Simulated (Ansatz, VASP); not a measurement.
# ZrPbSO2 in two plane-wave programs, part 2 of 3

Wanted: the spread between two codes on one cell, functional and k mesh. The cell is generated by rule, not measured, and may not be a known phase. The cell is taken from a series of runs on this material, whose earlier steps may have relaxed, scaled, displaced or heated it; both programs get it as it stands.

VASP 6.6.1 and Ansatz 0.2.0.

So far: Starting point; VASP: relaxation of cell and atoms, PBEsol, pair 1.

### Step 3. Ansatz: relaxation of cell and atoms, PBEsol, pair 1

Level of this step: Ansatz beside VASP: Kohn-Sham DFT, plane waves, PBEsol (Ansatz).

Ansatz runs on norm-conserving files, of PseudoDojo where its log says so.

The same cell, functional, mesh and smearing now go to Ansatz, which takes its cutoff from its data sets.

The input, input.yaml:

```yaml
crystal:
  lattice:
    - [4.1095095809, 0.0, 0.0]
    - [0.0, 5.170706384, 0.0]
    - [0.0, 0.0, 4.1095095809]
  atoms:
    - { symbol: Zr, position: [0.0, 0.0, 0.0] }
    - { symbol: Pb, position: [0.5, 0.5, 0.5] }
    - { symbol: O, position: [0.5, 0.0, 0.0] }
    - { symbol: O, position: [0.0, 0.0, 0.5] }
    - { symbol: S, position: [0.0, 0.5, 0.0] }
kpoints:
  mp_grid: { grid: [6, 6, 6] }
hamiltonian:
  xc: pbesol
  pseudopotentials: { kind: nc }
scf:
  occupations: { method: gaussian, width: 0.02 }
output:
  forces: true
  stress: true
  eigenvalues: true
  write_density: true
  write_potential: true
  elf: true
  volumetric_format: npy
relax:
  adjacent_minimum: "off"
  f_tol: 0.005
  max_steps: 80
  cell: { stress_tol: 0.05 }
```

Started as:

```sh
$ ansatz run input.yaml --threads 8 --pin off --max-ram 14336MiB --backend cpu --events-out ev --progress --plain --runs-dir out
```

Numbers of over 12 decimals in the logs are rounded to 6 here.

Log:

```text
Engine: ansatz 0.2.0, x86_64-unknown-linux-gnu
Pseudopotentials: kind: nc
Pseudopotential: Zr, nc, valence charge 12, recommended cutoff 897.975746 eV (normal), Zr.nc.azcp (PseudoDojo's, or run here from an input of PseudoDojo's: the run reads no file of this project's for it)
Pseudopotential: Pb, nc, valence charge 14, recommended cutoff 850 eV (normal), Pb.nc.azcp (PseudoDojo's, or run here from an input of PseudoDojo's: the run reads no file of this project's for it)
Pseudopotential: O, nc, valence charge 6, recommended cutoff 1142.878222 eV (normal), O.nc.azcp (PseudoDojo's, or run here from an input of PseudoDojo's: the run reads no file of this project's for it)
Pseudopotential: S, nc, valence charge 6, recommended cutoff 707.496042 eV (normal), S.nc.azcp (PseudoDojo's, or run here from an input of PseudoDojo's: the run reads no file of this project's for it)
Functional definition: PBEsol
  exchange = pbesol_x
  correlation = pbesol_c
Crystal: 5 atoms, lattice volume = 87.323 Å³
Basis set: ecut = 1142.878222 eV, 7681 PW (Γ), exchange–correlation on 96×120×96 points (8 copies of the dense FFT grid, shifted against one another)
Bands: 27, of which v1, the nominal top of the filled ones, is band 22 counted from 1 (21 counted from 0)
Symmetry: 16 space group operations
Space group: P4/mmm (ITA 123), of the structure as read, at distance tolerance 4.4e-5 Å
k-points: 40 of 216
Non-local potential: Zr, projectors of the file, l = 0: 2, l = 1: 2, l = 2: 2
Non-local potential: Pb, projectors of the file, l = 0: 3, l = 1: 2, l = 2: 2, l = 3: 1
Non-local potential: O, projectors of the file, l = 0: 2, l = 1: 2, l = 2: 1
Non-local potential: S, projectors of the file, l = 0: 2, l = 1: 2, l = 2: 2
Initial density: superposition of atomic densities (chi_scale 0.1, normalization cell, long waves kept (reshape's long-wave potential 0.04 eV rms))
Initial wavefunctions: pseudopotential atomic-orbital guess
Functional: x = pbesol(κ = 0.804, μ = 0.123457), c = pbesol(β = 0.046)
SCF iter   1: F=—  HF=-4479.270756 eV  |F-HF|=—  |Δ(HF+E_count)|=         —  Δρ=4.78e-2  dr2=3.64e0  ethr=3.10e-3  ⟨swp⟩=7.0  Hψ=5395  notcnv=0
preconditioner: auto → Resta (q_TF=auto, 2.434 Å⁻¹)  ε∞=5.1  [insulator: Δε(μ)=0.768 eV  Ē_g=11.781 eV  σ=0.020 eV  W_gap=1.00  n_scr=20 (ndim 8)  ℏωp=23.8 eV  f_vac=0.000  D(μ)=0.00/eV (n_scr^D=0)  ε∞_Penn≈5.1]
SCF iter   2: F=—  HF=-4478.294483 eV  |F-HF|=—  |Δ(HF+E_count)|=   9.76e-1  Δρ=2.56e-2  dr2=1.13e0  ethr=3.10e-3  ⟨swp⟩=3.4  Hψ=2168  notcnv=0  defer=40
SCF iter   3: F=—  HF=-4477.909240 eV  |F-HF|=—  |Δ(HF+E_count)|=   3.85e-1  Δρ=1.49e-2  dr2=1.43e-1  ethr=2.57e-3  ⟨swp⟩=3.2  Hψ=2002  notcnv=0  defer=39
SCF iter   4: F=—  HF=-4477.883136 eV  |F-HF|=—  |Δ(HF+E_count)|=   2.61e-2  Δρ=3.51e-3  dr2=1.43e-2  ethr=3.24e-4  ⟨swp⟩=2.3  Hψ=2183  notcnv=0  defer=40
SCF iter   5: F=—  HF=-4477.881532 eV  |F-HF|=—  |Δ(HF+E_count)|=   1.60e-3  Δρ=9.44e-4  dr2=9.34e-4  ethr=3.26e-5  ⟨swp⟩=2.2  Hψ=1572  notcnv=0  defer=40
SCF iter   6: F=—  HF=-4477.881681 eV  |F-HF|=—  |Δ(HF+E_count)|=   1.49e-4  Δρ=1.91e-4  dr2=3.91e-5  ethr=2.12e-6  ⟨swp⟩=2.2  Hψ=1703  notcnv=0  defer=40
SCF iter   7: F=—  HF=-4477.881558 eV  |F-HF|=—  |Δ(HF+E_count)|=   1.23e-4  Δρ=5.70e-5  dr2=4.52e-6  ethr=8.88e-8  ⟨swp⟩=2.0  Hψ=1740  notcnv=0  defer=40
SCF iter   8: F=—  HF=-4477.881559 eV  |F-HF|=—  |Δ(HF+E_count)|=   5.54e-7  Δρ=1.01e-5  dr2=1.68e-7  ethr=1.03e-8  ⟨swp⟩=2.3  Hψ=1830  notcnv=0  defer=40
SCF iter   9: F=-4477.881559 eV  HF=-4477.881559 eV  |F-HF|=4.80e-9  |Δ(HF+E_count)|=   3.36e-8  Δρ=3.65e-6  dr2=1.72e-8  ethr=2.27e-10  ⟨swp⟩=17.4  Hψ=9519  notcnv=0
SCF 1 converged in 9 iterations: F = -4477.881559 eV  dr2 = 1.72e-8
relax step   1: F+E_penalty+E_count = -4477.88155878 eV  Δ(F+E_penalty+E_count) = +0.000e0 eV  max|allowed force component| = 3.123e-28 eV/Å  Δτ_max = 0.0000 Å  P = +0.042 GPa  Ω = 87.323 Å³  (9 SCF iters, dr2 threshold 1.00e-7 eV, accepted)
[...]
relax step   2: F+E_penalty+E_count = -4477.88158365 eV  Δ(F+E_penalty+E_count) = -2.487e-5 eV  max|allowed force component| = 1.008e-29 eV/Å  Δτ_max = 0.0000 Å  P = -0.036 GPa  Ω = 87.412 Å³  energy of the carried Pulay correction = -1.147e-5 eV  (4 SCF iters, dr2 threshold 6.09e-8 eV, accepted)
[...]
relax step   3: F+E_penalty+E_count = -4477.88159658 eV  Δ(F+E_penalty+E_count) = -1.292e-5 eV  max|allowed force component| = 1.992e-29 eV/Å  Δτ_max = 0.0000 Å  P = -0.035 GPa  Ω = 87.412 Å³  stress off target by 3.95e-2 GPa  SCF on the basis re-selected at this cell (its energy is not comparable with the rows above)  (6 SCF iters)
basis re-selected at this cell: Δ(F+E_penalty+E_count) = -1.292e-5 eV, ΔP = +0.001 GPa vs the last step (what re-selecting the basis moved, of the pressure what is left beyond the Pulay correction that the steps carried, after the strain that the cell walked since its last selection, with what the two solves' SCF thresholds leave and, on support functions, any second-order correction that the steps lacked; it is no m [...]
SCF converged after 6 iterations
Free energy (F): -4477.881597 eV
Harris-Foulkes:  -4477.881597 eV  (|F-HF|=9.09e-13)
Internal energy: -4477.881597 eV  (E = F + TS)
E sigma→0 (E₀):  -4477.881597 eV
Fermi energy:    9.921793 eV
--- Per-component energies (eV) ---
  E_band       = -161.455666
  E_kinetic    = 2033.192919
  E_local      = -2811.489741  (includes V_loc(G=0)·N_el)
  E_nonlocal   = -231.261012
  E_hartree    = 858.212745
  E_xc         = -1107.549703
  E_vxc        = -868.323427  (∫ρ·V_xc dr)
  E_ewald      = -3218.986805
  E_smearing   = -0.000000  (= −TS)
  E_closure    = -0.000000  (closes the sum)
  Σ components = -4477.881597   (vs F -4477.881597, Δ=0.00e0)
--- Forces (eV/Å), atoms counted from 1 ---
  atom   1  Zr    -0.00000000     0.00000000     0.00000000
  atom   2  Pb    -0.00000000     0.00000000     0.00000000
  atom   3  O     -0.00000000     0.00000000     0.00000000
  atom   4  O     -0.00000000     0.00000000     0.00000000
  atom   5  S      0.00000000     0.00000000     0.00000000
  max |Σ_I F_I| component: 3.14e-29 eV/Å
--- Stress (GPa, compression-positive) ---
       -0.032727      -0.000000      -0.000000
       -0.000000      -0.039458       0.000000
       -0.000000       0.000000      -0.032727
  P = ⅓ Tr σ = -0.0350 GPa (-0.350 kbar)
--- Band table (eV; the first three rows and the last of 40) ---
  k-point 0: bands = [... 18 lower, 7.7668, 8.4027, 8.4418, 8.4418, 11.2689, 11.2689, 12.3541, 12.6562, ... 1 higher]
  k-point 1: bands = [... 18 lower, 7.6397, 7.9717, 8.2752, 8.2935, 11.2940, 11.8401, 12.6879, 12.8823, ... 1 higher]
  k-point 2: bands = [... 18 lower, 7.6792, 8.2402, 8.2436, 8.2562, 11.3456, 11.7636, 12.1080, 12.6669, ... 1 higher]
  k-point 39: bands = [... 18 lower, 5.3229, 7.7510, 7.7510, 9.1089, 12.7586, 14.3055, 14.3055, 15.2620, ... 1 higher]
--- Relaxed structure (2 steps of the walk, 2 accepted, 1 SCFs on fresh bases) ---
  F+E_penalty+E_count = -4477.88159658 eV   max|allowed force component| = 1.992e-29 eV/Å   (the final SCF, on the basis selected at the relaxed cell)
  cell:  # Å, volume = 87.4118 Å³
    - [4.109303, 0.0, 0]
    - [0.0, 5.176469, 0.0]
    - [0, 0.0, 4.109303]
  atoms:
    - { symbol: Zr, position: [0, 0.0, 0] }
    - { symbol: Pb, position: [0.5, 0.5, 0.5] }
    - { symbol: O, position: [0.5, 0.0, 0] }
    - { symbol: O, position: [0, 0.0, 0.5] }
    - { symbol: S, position: [0, 0.5, 0] }
```

### Step 4. Side by side

Known differences besides the potentials themselves: the cutoff is 1142.88 eV in Ansatz and 600 eV in VASP; Ansatz adds a Pulay correction to the stress that steers its cell, VASP none. Total energies have different zeros and are not compared.

Compared:

| quantity | Ansatz | VASP | difference |
| --- | --- | --- | --- |
| volume (Å³) | 87.41 | 87.48 | -0.07 % |
| edge a after relaxation, in the typed setting (Å) | 4.109 | 4.113 | -0.08 % |
| edge b after relaxation, in the typed setting (Å) | 5.176 | 5.172 | +0.09 % |

### Step 5. Ansatz: relaxation of cell and atoms, PBEsol, pair 2

The relaxed volume is the usual yardstick between codes: in a stiff, nearly cubic crystal its relative difference is about their pressure difference at one cell divided by the bulk modulus.

The cell is taken from a series of runs on this material, whose earlier steps may have relaxed, scaled, displaced or heated it; both programs get it as it stands.

The input, input.yaml:

```yaml
crystal:
  lattice:
    - [4.0361229158, 0.0, 0.0]
    - [0.0, 4.0361229158, 0.0]
    - [0.0, 0.0, 5.2840354468]
  atoms:
    - { symbol: Zr, position: [0.0, 0.0, 0.0] }
    - { symbol: Pb, position: [0.5, 0.5, 0.5] }
    - { symbol: O, position: [0.0, 0.5, 0.9276207213] }
    - { symbol: O, position: [0.5, 0.0, 0.0723792787] }
    - { symbol: S, position: [0.0, 0.0, 0.5] }
kpoints:
  mp_grid: { grid: [6, 6, 4] }
hamiltonian:
  xc: pbesol
  pseudopotentials: { kind: nc }
scf:
  occupations: { method: fixed }
output:
  forces: true
  stress: true
  eigenvalues: true
relax:
  adjacent_minimum: "off"
  f_tol: 0.001
  max_steps: 60
  cell: { stress_tol: 0.01 }
```

Log:

```text
[...]
Crystal: 5 atoms, lattice volume = 86.078 Å³
Basis set: ecut = 1142.878222 eV, 7581 PW (Γ), exchange–correlation on 90×90×120 points (8 copies of the dense FFT grid, shifted against one another)
Bands: 27, of which v1, the nominal top of the filled ones, is band 22 counted from 1 (21 counted from 0)
Symmetry: 8 space group operations
[...]
--- Relaxed structure (4 steps of the walk, 4 accepted, 1 SCFs on fresh bases) ---
[...]
cell:  # Å, volume = 86.1071 Å³
    - [4.035666, 0, -1.0070296713488063e-19]
    - [0, 4.035666, 0]
    - [-1.3183891051870347e-19, 0, 5.286992]
  atoms:
    - { symbol: Zr, position: [0, 0, 0] }
    - { symbol: Pb, position: [0.5, 0.5, 0.5] }
    - { symbol: O, position: [0, 0.5, 0.927360] }
    - { symbol: O, position: [0.5, 0, 0.072640] }
    - { symbol: S, position: [0, 0, 0.5] }
[key lines of the parts left out:]
SCF converged after 5 iterations
Free energy (F): -4478.014784 eV
Fermi energy:    9.811903 eV
P = ⅓ Tr σ = -0.0012 GPa (-0.012 kbar)
```

### Step 6. VASP: relaxation of cell and atoms, PBEsol, pair 2

The same cell, functional and mesh now go to VASP, with its own data sets.

The input, INCAR:

```
SYSTEM = ZrPbSO2
PREC = Accurate
ENCUT = 600
EDIFF = 1E-07
NELM = 120
ISMEAR = 0
SIGMA = 0.01
LREAL = .FALSE.
ALGO = Normal
GGA = PS
NBANDS = 28
LASPH = .TRUE.
LORBIT = 11
LWAVE = .FALSE.
LCHARG = .FALSE.
ISIF = 3
IBRION = 2
NSW = 80
EDIFFG = -0.005
GGA_COMPAT = .FALSE.
NELMIN = 4
EFERMI = MIDGAP
KPAR = 2
```

The input, POSCAR:

```
ZrPbSO2
1.0
    4.0361230000      0.0000000000      0.0000000000
    0.0000000000      4.0361230000      0.0000000000
    0.0000000000      0.0000000000      5.2840350000
Zr Pb O S
1 1 2 1
Direct
    0.0000000000      0.0000000000      0.0000000000
    0.5000000000      0.5000000000      0.5000000000
    0.0000000000      0.5000000000      0.9276207482
    0.5000000000      0.0000000000      0.0723792518
    0.0000000000      0.0000000000      0.5000000000
```

The input, KPOINTS:

```
Automatic mesh
0
Gamma
6 6 4
0 0 0
```

PAW data sets: Zr_sv, Pb_d, O and S (PBE family, release 64).

Started as:

```sh
$ mpirun -np 2 vasp_std
```

Log:

```text
[banner, memory and clock lines left out]
running    2 mpi-ranks, on    1 nodes
[...]
[... a notice as in an earlier step ...]

 LDA part: xc-table for (Slater+PW92), standard interpolation
 POSCAR, INCAR and KPOINTS ok, starting setup
[...]
entering main loop
       N       E                     dE             d eps       ncg     rms          rms(c)
DAV:   1     0.541812765275E+03    0.54181E+03   -0.24177E+04  1680   0.190E+03
DAV:   2     0.253477144944E+02   -0.51647E+03   -0.49540E+03  1836   0.494E+02
DAV:   3    -0.402941549322E+02   -0.65642E+02   -0.63570E+02  2128   0.174E+02
DAV:   4    -0.441886434177E+02   -0.38945E+01   -0.38820E+01  2724   0.390E+01
[...]
DAV:  15    -0.378726188836E+02   -0.29885E-06   -0.83287E-07  2156   0.750E-03    0.210E-03
DAV:  16    -0.378726187776E+02    0.10608E-06   -0.23571E-07  1476   0.418E-03    0.403E-04
DAV:  17    -0.378726187757E+02    0.18135E-08   -0.25822E-08  1084   0.152E-03
   1 F= -.37872619E+02 E0= -.37872619E+02  d E =-.378726E+02
[... from here on, the cycles between the ionic steps are left out ...]
   2 F= -.37872556E+02 E0= -.37872556E+02  d E =0.632686E-04
   3 F= -.37872786E+02 E0= -.37872786E+02  d E =-.167607E-03
   4 F= -.37872786E+02 E0= -.37872786E+02  d E =-.167501E-03
   5 F= -.37872792E+02 E0= -.37872792E+02  d E =-.525354E-05
 trial-energy change:   -0.000005  1 .order   -0.000005   -0.000007   -0.000003
 step:   1.5404(harm=  1.5404)  dis= 0.00027  next Energy=   -37.872793 (dE=-0.647E-05)
 reached required accuracy - stopping structural energy minimisation
```

Parts of OUTCAR (step 6):

```text
  Total        0.0029303      0.0029303     -0.0097686      0.0000000      0.0000000      0.0000000
  in kB        0.0544557      0.0544557     -0.1815346      0.0000000      0.0000000      0.0000000
  external PRESSURE =      -0.0242077 kB  Pullay stress =       0.0000000 kB

 POSITION                                       TOTAL-FORCE (eV/Angst)
 -----------------------------------------------------------------------------------
      0.00000      4.03955     -0.00000         0.000000     -0.000000      0.000000
      2.01977      2.01977      2.64174         0.000000     -0.000000      0.000000
      0.00000      2.01977      4.90054         0.000000      0.000000     -0.002454
      2.01977      4.03955      0.38293        -0.000000      0.000000      0.002454
      0.00000      4.03955      2.64174         0.000000     -0.000000      0.000000
 -----------------------------------------------------------------------------------
    total drift:                                0.000000      0.000000      0.000000

  FREE ENERGIE OF THE ION-ELECTRON SYSTEM (eV)
  ---------------------------------------------------
  free  energy   TOTEN  =       -37.8727915302 eV

  energy  without entropy=      -37.8727915302  energy(sigma->0) =      -37.87279153

[... 1 part as in an earlier step ...]

[... 3 further parts left out ...]
[key lines of the parts left out:]
E-fermi :   6.7733
```

The run keeps the 8 symmetry operations of its start, so it cannot find a distortion of lower symmetry.

### Step 7. Comparison

What differs besides the data sets and the points named for the pairs above, as far as they apply: fixed occupations in Ansatz, narrow Gaussian smearing in VASP. Total energies have different zeros and are not compared.

Both answers:

| quantity | Ansatz | VASP | difference |
| --- | --- | --- | --- |
| volume (Å³) | 86.11 | 86.22 | -0.13 % |
| edge a after relaxation, in the typed setting (Å) | 4.036 | 4.040 | -0.09 % |
| edge c after relaxation, in the typed setting (Å) | 5.287 | 5.284 | +0.07 % |

[end of part 2 of 3]

[Lines on the potential files, build, host, timing and source positions are cut from VASP's logs without a mark.]

[Logs are printed without paths, hosts, clocks, repeated set-up lines and the standing remarks that a program may print on its own settings, such as how far it seeks lower states.]

[Hosts, paths, dates, database ids (printed as entryN), source tags and the programs' standing remarks are cut or masked in the printed files.]
